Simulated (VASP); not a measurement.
Input for VASP

### POSCAR
```
Ni3Si
1
    3.5100000000     0.0000000000     0.0000000000
    0.0000000000     3.5100000000     0.0000000000
    0.0000000000     0.0000000000     3.5100000000
Si Ni
1 3
Direct
  0.0000000000   0.0000000000   0.0000000000
  0.0000000000   0.5000000000   0.5000000000
  0.5000000000   0.0000000000   0.5000000000
  0.5000000000   0.5000000000   0.0000000000
```

**KPOINTS**
```
Automatic mesh
0
Monkhorst-Pack
7 6 3
0 0 0
```

### INCAR
```
SYSTEM = Ni3Si
PREC = Accurate
ENCUT = 400
EDIFF = 1E-6
NELM = 100
ALGO = Normal
LREAL = .FALSE.
LASPH = .TRUE.
ISMEAR = 1
SIGMA = 0.1
GGA = PE
LMAXMIX = 4
LWAVE = .FALSE.
LCHARG = .FALSE.
ISIF = 2
```

POTCAR, in this order: Si Ni (PBE.64 set). Program: vasp_std.

What VASP printed:

standard output:
```
 POSCAR found type information on POSCAR SiNi
 POSCAR found :  2 types and       4 ions
 Reading from existing POTCAR
 Reading from existing POTCAR
 LDA part: xc-table for (Slater+PW92), standard interpolation

 -----------------------------------------------------------------------------
|                                                                             |
|           W    W    AA    RRRRR   N    N  II  N    N   GGGG   !!!           |
|           W    W   A  A   R    R  NN   N  II  NN   N  G    G  !!!           |
|           W    W  A    A  R    R  N N  N  II  N N  N  G       !!!           |
|           W WW W  AAAAAA  RRRRR   N  N N  II  N  N N  G  GGG   !            |
|           WW  WW  A    A  R   R   N   NN  II  N   NN  G    G                |
|           W    W  A    A  R    R  N    N  II  N    N   GGGG   !!!           |
|                                                                             |
|     Your reciprocal lattice and k-lattice belong to different lattice       |
|     classes:                                                                |
|                                                                             |
|        The reciprocal lattice is simple cubic,                              |
|        whereas your k-lattice is simple orthorhombic.                       |
|                                                                             |
|     Results are often still useful ...                                      |
|                                                                             |
 -----------------------------------------------------------------------------

 POSCAR, INCAR and KPOINTS ok, starting setup
 WAVECAR not read
 entering main loop
       N       E                     dE             d eps       ncg     rms          rms(c)
DAV:   1     0.178050654174E+03    0.17805E+03   -0.13181E+04  1008   0.177E+03
DAV:   2    -0.175877114995E+02   -0.19564E+03   -0.18843E+03  1008   0.343E+02
DAV:   3    -0.271375555304E+02   -0.95498E+01   -0.92428E+01  1103   0.100E+02
DAV:   4    -0.273573415567E+02   -0.21979E+00   -0.21877E+00  1207   0.135E+01
DAV:   5    -0.273649832920E+02   -0.76417E-02   -0.76411E-02  1195   0.242E+00    0.195E+01
DAV:   6    -0.272912481515E+02    0.73735E-01   -0.56726E+01  1137   0.122E+02    0.173E+01
DAV:   7    -0.237074786087E+02    0.35838E+01   -0.16584E+01  1118   0.679E+01    0.403E+00
DAV:   8    -0.236710723814E+02    0.36406E-01   -0.69139E-01  1061   0.629E+00    0.146E+00
DAV:   9    -0.236529305253E+02    0.18142E-01   -0.35705E-02  1353   0.275E+00    0.557E-01
DAV:  10    -0.236507035797E+02    0.22269E-02   -0.34031E-03  1308   0.462E-01    0.233E-01
DAV:  11    -0.236503402237E+02    0.36336E-03   -0.79714E-04  1611   0.336E-01    0.561E-02
DAV:  12    -0.236503258587E+02    0.14365E-04   -0.11070E-04  1150   0.129E-01    0.150E-02
DAV:  13    -0.236503249889E+02    0.86981E-06   -0.86252E-06  1139   0.193E-02
   1 F= -.23650325E+02 E0= -.23649612E+02  d E =-.213945E-02
```

**OUTCAR**
```
------------------------ aborting loop because EDIFF is reached ----------------------------------------
  FORCE on cell =-STRESS in cart. coord.  units (eV):
  Direction    XX          YY          ZZ          XY          YZ          ZX
  --------------------------------------------------------------------------------------
  Total       -0.2459027     -0.2459027     -0.2459027     -0.0000000      0.0000000     -0.0000000
  in kB       -9.1107183     -9.1107183     -9.1107183     -0.0000000      0.0000000     -0.0000000
  external PRESSURE =      -9.1107183 kB  Pullay stress =       0.0000000 kB
  volume of cell :       43.24
      direct lattice vectors                 reciprocal lattice vectors
     3.510000000  0.000000000  0.000000000     0.284900285  0.000000000  0.000000000
     0.000000000  3.510000000  0.000000000     0.000000000  0.284900285  0.000000000
     0.000000000  0.000000000  3.510000000     0.000000000  0.000000000  0.284900285
 POSITION                                       TOTAL-FORCE (eV/Angst)
 -----------------------------------------------------------------------------------
      0.00000      0.00000      0.00000         0.000000      0.000000      0.000000
      0.00000      1.75500      1.75500         0.000000      0.000000      0.000000
      1.75500      0.00000      1.75500         0.000000      0.000000      0.000000
      1.75500      1.75500      0.00000         0.000000      0.000000      0.000000
 -----------------------------------------------------------------------------------
    total drift:                                0.000000     -0.000000     -0.000000
  FREE ENERGIE OF THE ION-ELECTRON SYSTEM (eV)
  ---------------------------------------------------
  free  energy   TOTEN  =       -23.6503249889 eV

  energy  without entropy=      -23.6481855353  energy(sigma->0) =      -23.64961184
```
(Selected blocks of OUTCAR.)

**Question.** Read input and log: which fault does this run have?
(A) LSORBIT needs the non-collinear program vasp_ncl
(B) ENCUT is too low for a cell relaxation, so Pulay stress biases the volume
(C) the tetrahedron method needs a mesh, and KPOINTS holds a single point
(D) the mesh has unequal divisions along equivalent axes and breaks the lattice's symmetry

**Answer.** D, the mesh has unequal divisions along equivalent axes and breaks the lattice's symmetry. The run ends without an error. Against the sound run, the energy per atom (σ→0) rises by 0.010 eV/atom; the pressure rises by 0.27 GPa.

To mend it, correct KPOINTS.
### KPOINTS
```
Automatic mesh
0
Gamma
7 7 7
0 0 0
```
The mended run (PBE GGA, plane waves, VASP's PBE PAW potentials (set 64)) converges, and its OSZICAR ends with
```
   1 F= -.23689003E+02 E0= -.23690317E+02  d E =0.394290E-02
```

The compound is Ni3Si in the L1_2 structure. The cell was not relaxed at this level. The run is not spin-polarised, so no magnetic state was tried.
